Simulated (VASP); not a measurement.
## Band gap of AlN at several levels of theory

Aim: the gap of AlN on one structure at many levels of theory. The starting structure is a measured crystal structure from the Crystallography Open Database. Cell and atoms stay as given. Meshes and data sets differ where the inputs say so.

Main program and level: VASP 6.6.1; Kohn-Sham DFT with plane waves and PAW; LDA, PBE, r2SCAN, TB-mBJ, HSE06, PBE0 and r2SCAN-EpsX.

## 1. Set-up

It takes space group P6_3mc (No. 186, hexagonal). Conventional cell: a = 3.111 Å, b = 3.111 Å, c = 4.978 Å, α = 90.00°, β = 90.00°, γ = 120.00°. Al has 4 N at 1.89 to 1.92 Å nearest. N has 4 Al at 1.89 to 1.92 Å nearest. Farther neighbours and most contacts between anions are not listed.

## 2. Bands with LDA

LDA, the lowest rung, knows the local density alone.

INCAR

```
SYSTEM = AlN
PREC = Accurate
ENCUT = 460
EDIFF = 1E-06
NELM = 100
ISMEAR = 0
SIGMA = 0.03
LREAL = .FALSE.
ALGO = Normal
GGA = CA
NBANDS = 22
LORBIT = 11
LWAVE = .FALSE.
LCHARG = .FALSE.
KPAR = 4
```

POSCAR

```
AlN
1.0
    3.1110000000      0.0000000000      0.0000000000
   -1.5555000000      2.6942050312      0.0000000000
    0.0000000000      0.0000000000      4.9780000000
Al N
2 2
Direct
    0.6666666667      0.3333333333      0.5000000000
    0.3333333333      0.6666666667      0.0000000000
    0.6666666667      0.3333333333      0.8850000000
    0.3333333333      0.6666666667      0.3850000000
```

KPOINTS

```
Automatic mesh
0
Gamma
8 8 4
0 0 0
```

KPOINTS_OPT

```
Line mode
10
Line-mode
Reciprocal
  0.00000000   0.00000000   0.00000000 GAMMA
  0.50000000   0.00000000   0.00000000 M

  0.50000000   0.00000000   0.00000000 M
  0.33333333   0.33333333   0.00000000 K

  0.33333333   0.33333333   0.00000000 K
  0.00000000   0.00000000   0.00000000 GAMMA

  0.00000000   0.00000000   0.00000000 GAMMA
  0.00000000   0.00000000   0.50000000 A

  0.00000000   0.00000000   0.50000000 A
  0.50000000   0.00000000   0.50000000 L

  0.50000000   0.00000000   0.50000000 L
  0.33333333   0.33333333   0.50000000 H

  0.33333333   0.33333333   0.50000000 H
  0.00000000   0.00000000   0.50000000 A

  0.50000000   0.00000000   0.50000000 L
  0.50000000   0.00000000   0.00000000 M

  0.33333333   0.33333333   0.00000000 K
  0.33333333   0.33333333   0.50000000 H
```

The projector-augmented-wave data sets are Al and N (LDA family, release 64).

Launch:

```console
$ mpirun -np 4 vasp_std
```

What it wrote:

```text
[banner, memory and clock lines left out]
running    4 mpi-ranks, on    1 nodes
 distrk:  each k-point on    1 cores,    4 groups
 distr:  one band on    1 cores,    1 groups

 POSCAR found type information on POSCAR AlN
 POSCAR found :  2 types and       4 ions
 LDA part: xc-table for (Slater(with rela. corr.)+CA(PZ))
 , standard interpolation
 POSCAR, INCAR and KPOINTS ok, starting setup
 FFT: planning ... GRIDC
 FFT: planning ... GRID_SOFT
 FFT: planning ... GRID
 WAVECAR not read
 entering main loop
       N       E                     dE             d eps       ncg     rms          rms(c)
DAV:   1     0.232050397859E+02    0.23205E+02   -0.62457E+03  1328   0.585E+02
DAV:   2    -0.357142685898E+02   -0.58919E+02   -0.55573E+02  1676   0.139E+02
DAV:   3    -0.378665225093E+02   -0.21523E+01   -0.21398E+01  1656   0.241E+01
DAV:   4    -0.378765610384E+02   -0.10039E-01   -0.10038E-01  1500   0.194E+00
DAV:   5    -0.378766611013E+02   -0.10006E-03   -0.10006E-03  1668   0.187E-01    0.122E+01
DAV:   6    -0.329440357646E+02    0.49326E+01   -0.75727E+00  1488   0.174E+01    0.423E+00
DAV:   7    -0.328964969944E+02    0.47539E-01   -0.50895E-01  1620   0.357E+00    0.292E+00
DAV:   8    -0.328363093403E+02    0.60188E-01   -0.76849E-02  1494   0.177E+00    0.424E-01
DAV:   9    -0.328332946088E+02    0.30147E-02   -0.47353E-03  1620   0.448E-01    0.246E-01
DAV:  10    -0.328335116555E+02   -0.21705E-03   -0.81751E-04  1422   0.147E-01    0.175E-01
DAV:  11    -0.328334152080E+02    0.96448E-04   -0.12777E-04  1566   0.678E-02    0.279E-02
DAV:  12    -0.328334144407E+02    0.76732E-06   -0.19812E-06  1514   0.783E-03
   1 F= -.32833414E+02 E0= -.32833414E+02  d E =-.301101E-17
 Start KPOINTS_OPT (optional k-point list driver)
k-point batch [1-30\90]
       N       E                     dE             ncg
DAV:   1     0.208809279879E+04   -0.10196E+05     1320
DAV:   2     0.407781633785E+03   -0.16803E+04     1660
DAV:   3     0.340673844310E+03   -0.67108E+02     1646
DAV:   4     0.340353050123E+03   -0.32079E+00     1542
DAV:   5     0.340349843237E+03   -0.32069E-02     1620
DAV:   6     0.340349796230E+03   -0.47008E-04     1530
DAV:   7     0.340349795525E+03   -0.70414E-06     1386
[...]
k-point batch [61-90\90]
       N       E                     dE             ncg
DAV:   1     0.198051574123E+04   -0.14788E+05     1320
DAV:   2     0.332031175853E+03   -0.16485E+04     1696
DAV:   3     0.275213496063E+03   -0.56818E+02     1662
DAV:   4     0.274932437306E+03   -0.28106E+00     1524
DAV:   5     0.274929519946E+03   -0.29174E-02     1652
DAV:   6     0.274929477123E+03   -0.42823E-04     1500
DAV:   7     0.274929476489E+03   -0.63416E-06     1366
```

Elapsed: 24 s, on 4 MPI ranks of AMD EPYC 7R43, shared host; peak memory 0.44 GiB; 89 s of CPU time.

The logs omit lines about the potential files and the build; timing stands in the text.

Parts of OUTCAR (step 2):

```text
ion  position               nearest neighbor table
   1  0.667  0.333  0.500-   4 1.89   4 1.89   4 1.89   3 1.92   2 3.07   2 3.07   2 3.07   2 3.07
                             2 3.07   2 3.07
   2  0.333  0.667  0.000-   3 1.89   3 1.89   3 1.89   4 1.92   1 3.07   1 3.07   1 3.07   1 3.07
                             1 3.07   1 3.07
   3  0.667  0.333  0.885-   2 1.89   2 1.89   2 1.89   1 1.92
   4  0.333  0.667  0.385-   1 1.89   1 1.89   1 1.89   2 1.92

  LATTYP: Found a hexagonal cell.
 ALAT       =     3.1110000000
 C/A-ratio  =     1.6001285760

 Subroutine GETGRP returns: Found 12 space group operations
 (whereof  6 operations were pure point group operations)

The static configuration has the point symmetry C_3v.
 The point group associated with its full space group is C_6v.

 Found     30 irreducible k-points:

   k-points           NKPTS =     30   k-points in BZ     NKDIM =     30   number of bands    NBANDS=     22

   dimension x,y,z NGX =    24 NGY =   24 NGZ =   36
   dimension x,y,z NGXF=    48 NGYF=   48 NGZF=   72

   ENCUT  =  460.0 eV  33.81 Ry    5.81 a.u.   5.44  5.44  8.71*2*pi/ulx,y,z

   NELECT =      16.0000    total number of electrons

 k-points in reciprocal lattice and weights: Automatic mesh
   0.00000000  0.00000000  0.00000000       0.004
   0.12500000 -0.00000000  0.00000000       0.023
   0.25000000 -0.00000000  0.00000000       0.023
   0.37500000 -0.00000000  0.00000000       0.023
   0.50000000 -0.00000000  0.00000000       0.012
   0.12500000  0.12500000  0.00000000       0.023
   0.25000000  0.12500000  0.00000000       0.047
   0.37500000  0.12500000  0.00000000       0.047
   0.25000000  0.25000000  0.00000000       0.023
[...]
0.25000000  0.25000000  0.50000000       0.023
   0.37500000  0.25000000  0.50000000       0.023

 average (electrostatic) potential at core
       1 -69.9387       2 -69.9387       3 -59.9019       4 -59.9019

 E-fermi :   6.1214

 k-point     1 :       0.0000    0.0000    0.0000
  band No.  band energies     occupation
    ...
      4       5.0046      2.00000
      5       5.0046      2.00000
      6       5.6614      2.00000
      7       5.6614      2.00000
      8       5.9551      2.00000
      9      10.1416      0.00000
     10      12.4573      0.00000
     11      16.4273      0.00000
     12      16.8418      0.00000
     13      16.8418      0.00000
    ...

 k-point     2 :       0.1250   -0.0000    0.0000
  band No.  band energies     occupation
    ...
      4       4.1320      2.00000
      5       4.7600      2.00000
      6       4.8503      2.00000
      7       5.6245      2.00000
      8       5.8598      2.00000
      9      10.9465      0.00000
     10      13.1807      0.00000
     11      15.5828      0.00000
     12      15.8064      0.00000
     13      17.4004      0.00000
    ...

 k-point     3 :       0.2500   -0.0000    0.0000
  band No.  band energies     occupation
    ...
      4       2.4014      2.00000
      5       3.4195      2.00000
      6       4.2923      2.00000
      7       5.4596      2.00000
      8       5.5031      2.00000
      9      12.0374      0.00000
     10      13.3675      0.00000
     11      13.8995      0.00000
     12      15.7782      0.00000
     13      17.3143      0.00000
    ...

  Total       -1.0124097     -1.0124097     -1.4250474      0.0000000     -0.0000000      0.0000000
  in kB      -38.8759789    -38.8759789    -54.7210397      0.0000000     -0.0000000      0.0000000
  external PRESSURE =     -44.1576658 kB  Pullay stress =       0.0000000 kB

  energy-cutoff  :      460.00
  volume of cell :       41.72
      direct lattice vectors                 reciprocal lattice vectors
     3.111000000  0.000000000  0.000000000     0.321440051  0.185583500  0.000000000
    -1.555500000  2.694205031  0.000000000     0.000000000  0.371167000  0.000000000
     0.000000000  0.000000000  4.978000000     0.000000000  0.000000000  0.200883889

 POSITION                                       TOTAL-FORCE (eV/Angst)
 -----------------------------------------------------------------------------------
      1.55550      0.89807      2.48900         0.000000      0.000000      0.186514
     -0.00000      1.79614      0.00000        -0.000000      0.000000      0.186514
      1.55550      0.89807      4.40553         0.000000      0.000000     -0.186514
     -0.00000      1.79614      1.91653        -0.000000     -0.000000     -0.186514
 -----------------------------------------------------------------------------------
    total drift:                               -0.000000      0.000000      0.000452

  FREE ENERGIE OF THE ION-ELECTRON SYSTEM (eV)
  ---------------------------------------------------
  free  energy   TOTEN  =       -32.8334144407 eV

  energy  without entropy=      -32.8334144407  energy(sigma->0) =      -32.83341444

 total charge
# of ion       s       p       d       tot
------------------------------------------
    1        0.375   0.451   0.000   0.826
    2        0.375   0.451   0.000   0.826
    3        1.214   2.607   0.000   3.821
    4        1.214   2.607   0.000   3.821
--------------------------------------------------
tot          3.178   6.117   0.000   9.295

[... 3 further parts left out ...]
```

At this level the cell is under a tension of 4.4 GPa, so at these settings it is away from equilibrium.

LDA gives a direct gap of 4.186 eV.

## 3. Bands with PBE

PBE, the usual starting point, adds the gradient of the density.

INCAR: that of step 2 with these lines changed.

```diff
@@ -9,3 +9,3 @@
 ALGO = Normal
-GGA = CA
+GGA = PE
 NBANDS = 22
```

POSCAR is that of step 2.

KPOINTS is that of step 2.

KPOINTS_OPT is that of step 2.

PAW data sets: Al and N (PBE family, release 64).

Launch:

```console
$ mpirun -np 4 vasp_std
```

What it wrote:

```text
[banner, memory and clock lines left out]
running    4 mpi-ranks, on    1 nodes
[...]
LDA part: xc-table for (Slater+PW92), standard interpolation
 POSCAR, INCAR and KPOINTS ok, starting setup
[...]
entering main loop
       N       E                     dE             d eps       ncg     rms          rms(c)
DAV:   1     0.276447746061E+02    0.27645E+02   -0.62407E+03  1328   0.585E+02
DAV:   2    -0.321280143349E+02   -0.59773E+02   -0.56378E+02  1684   0.144E+02
DAV:   3    -0.345062147157E+02   -0.23782E+01   -0.23640E+01  1656   0.262E+01
DAV:   4    -0.345201089833E+02   -0.13894E-01   -0.13893E-01  1506   0.227E+00
[...]
DAV:  11    -0.297739553741E+02    0.55236E-04   -0.10169E-04  1590   0.672E-02    0.351E-02
DAV:  12    -0.297739583763E+02   -0.30022E-05   -0.93433E-06  1502   0.183E-02    0.684E-03
DAV:  13    -0.297739580128E+02    0.36346E-06   -0.25317E-06  1598   0.102E-02
   1 F= -.29773958E+02 E0= -.29773958E+02  d E =-.683291E-14
 Start KPOINTS_OPT (optional k-point list driver)
k-point batch [1-30\90]
       N       E                     dE             ncg
DAV:   1     0.222349763661E+04   -0.10061E+05     1320
DAV:   2     0.521492109014E+03   -0.17020E+04     1670
DAV:   3     0.448932485764E+03   -0.72560E+02     1638
DAV:   4     0.448475056621E+03   -0.45743E+00     1554
DAV:   5     0.448468326788E+03   -0.67298E-02     1626
DAV:   6     0.448468187376E+03   -0.13941E-03     1536
DAV:   7     0.448468184335E+03   -0.30404E-05     1474
DAV:   8     0.448468184078E+03   -0.25709E-06     1086
[...]
k-point batch [61-90\90]
       N       E                     dE             ncg
DAV:   1     0.211372815294E+04   -0.14655E+05     1320
DAV:   2     0.445080183835E+03   -0.16686E+04     1698
DAV:   3     0.383499981492E+03   -0.61580E+02     1662
DAV:   4     0.383099158044E+03   -0.40082E+00     1536
DAV:   5     0.383092968136E+03   -0.61899E-02     1638
DAV:   6     0.383092839772E+03   -0.12836E-03     1506
DAV:   7     0.383092836888E+03   -0.28837E-05     1524
DAV:   8     0.383092836727E+03   -0.16070E-06     1078
```

The job ended after 27 s (4 MPI ranks; peak memory 0.54 GiB; 1.7 min of CPU time).

From OUTCAR (step 3):

```text
  Total        1.0091924      1.0091924      0.5358234      0.0000000      0.0000000     -0.0000000
  in kB       38.7524366     38.7524366     20.5753243      0.0000000      0.0000000     -0.0000000
  external PRESSURE =      32.6933992 kB  Pullay stress =       0.0000000 kB

 POSITION                                       TOTAL-FORCE (eV/Angst)
 -----------------------------------------------------------------------------------
      1.55550      0.89807      2.48900         0.000000     -0.000000      0.181396
     -0.00000      1.79614      0.00000        -0.000000      0.000000      0.181396
      1.55550      0.89807      4.40553         0.000000     -0.000000     -0.181396
     -0.00000      1.79614      1.91653        -0.000000      0.000000     -0.181396
 -----------------------------------------------------------------------------------
    total drift:                               -0.000000      0.000000      0.001218

  FREE ENERGIE OF THE ION-ELECTRON SYSTEM (eV)
  ---------------------------------------------------
  free  energy   TOTEN  =       -29.7739580128 eV

  energy  without entropy=      -29.7739580128  energy(sigma->0) =      -29.77395801

[... 2 parts as in an earlier step ...]

[... 1 further part left out ...]
[key lines of the parts left out:]
E-fermi :   6.3635
```

PBE gives a direct gap of 4.165 eV. The least gap is -0.022 eV from that of LDA.

## 4. Bands with r2SCAN

r2SCAN adds the kinetic-energy density, costs more than a GGA and is run with LASPH.

INCAR: that of step 3 with these lines changed.

```diff
@@ -9,3 +9,4 @@
 ALGO = Normal
-GGA = PE
+METAGGA = R2SCAN
+LASPH = .TRUE.
 NBANDS = 22
```

POSCAR is that of step 3.

KPOINTS is that of step 3.

KPOINTS_OPT is that of step 3.

Launch:

```console
$ mpirun -np 4 vasp_std
```

What it wrote:

```text
[banner, memory and clock lines left out]
running    4 mpi-ranks, on    1 nodes
[...]
|                                                                             |
|               ----> ADVICE to this user running VASP <----                  |
|                                                                             |
|     You enforced a specific xc type in the INCAR file but a different       |
|     [... a line on the potential file left out ...]
|     I HOPE YOU KNOW WHAT YOU ARE DOING!                                     |
|                                                                             |

 LDA part: xc-table for (None), standard interpolation
 POSCAR, INCAR and KPOINTS ok, starting setup
[...]
entering main loop
       N       E                     dE             d eps       ncg     rms          rms(c)
DAV:   1     0.172278229329E+02    0.17228E+02   -0.64579E+03  1328   0.605E+02
DAV:   2    -0.445977883688E+02   -0.61826E+02   -0.58296E+02  1696   0.150E+02
[...]
DAV:  11    -0.384476591828E+02    0.33941E-04   -0.33683E-05  1626   0.394E-02    0.259E-02
DAV:  12    -0.384476598312E+02   -0.64834E-06   -0.47134E-06  1440   0.132E-02
   1 F= -.38447660E+02 E0= -.38447660E+02  d E =-.191261E-16
 Start KPOINTS_OPT (optional k-point list driver)
k-point batch [1-30\90]
       N       E                     dE             ncg
DAV:   1     0.206922800335E+04   -0.10215E+05     1320
DAV:   2     0.288853432167E+03   -0.17804E+04     1670
DAV:   3     0.214180016544E+03   -0.74673E+02     1638
DAV:   4     0.213671345365E+03   -0.50867E+00     1554
DAV:   5     0.213662681969E+03   -0.86634E-02     1602
DAV:   6     0.213662478174E+03   -0.20379E-03     1536
DAV:   7     0.213662472704E+03   -0.54700E-05     1600
DAV:   8     0.213662472563E+03   -0.14127E-06     1076
[...]
k-point batch [61-90\90]
       N       E                     dE             ncg
DAV:   1     0.195198851407E+04   -0.14817E+05     1320
DAV:   2     0.210014307657E+03   -0.17420E+04     1704
DAV:   3     0.146975071480E+03   -0.63039E+02     1662
DAV:   4     0.146530080867E+03   -0.44499E+00     1524
DAV:   5     0.146522170927E+03   -0.79099E-02     1638
DAV:   6     0.146521985012E+03   -0.18591E-03     1494
DAV:   7     0.146521980112E+03   -0.48994E-05     1606
DAV:   8     0.146521979972E+03   -0.14045E-06     1078
```

It took 99 s on 4 MPI ranks; peak memory 0.5 GiB; 6.5 min of CPU time.

From OUTCAR (step 4):

```text
  Total       -0.3575622     -0.3575622     -0.7603447      0.0000000      0.0000000      0.0000000
  in kB      -13.7301929    -13.7301929    -29.1968191      0.0000000      0.0000000      0.0000000
  external PRESSURE =     -18.8857350 kB  Pullay stress =       0.0000000 kB

 POSITION                                       TOTAL-FORCE (eV/Angst)
 -----------------------------------------------------------------------------------
      1.55550      0.89807      2.48900         0.000000     -0.000000      0.194369
     -0.00000      1.79614      0.00000        -0.000000      0.000000      0.194369
      1.55550      0.89807      4.40553        -0.000000      0.000000     -0.194369
     -0.00000      1.79614      1.91653         0.000000     -0.000000     -0.194369
 -----------------------------------------------------------------------------------
    total drift:                               -0.000000      0.000000     -0.028677

  FREE ENERGIE OF THE ION-ELECTRON SYSTEM (eV)
  ---------------------------------------------------
  free  energy   TOTEN  =       -38.4476598312 eV

  energy  without entropy=      -38.4476598312  energy(sigma->0) =      -38.44765983

[... 2 parts as in an earlier step ...]

[... 1 further part left out ...]
[key lines of the parts left out:]
E-fermi :   6.1161
```

r2SCAN gives a direct gap of 4.837 eV. The least gap is +0.651 eV from that of LDA.

[end of part 1 of 2]

[Lines on the potential files, build, host, timing and source positions are cut from VASP's logs without a mark.]

[Logs are printed without paths, hosts, clocks, repeated set-up lines and the standing remarks that a program may print on its own settings, such as how far it seeks lower states.]

[Hosts, paths, dates, database ids (printed as entryN), source tags and the programs' standing remarks are cut or masked in the printed files.]
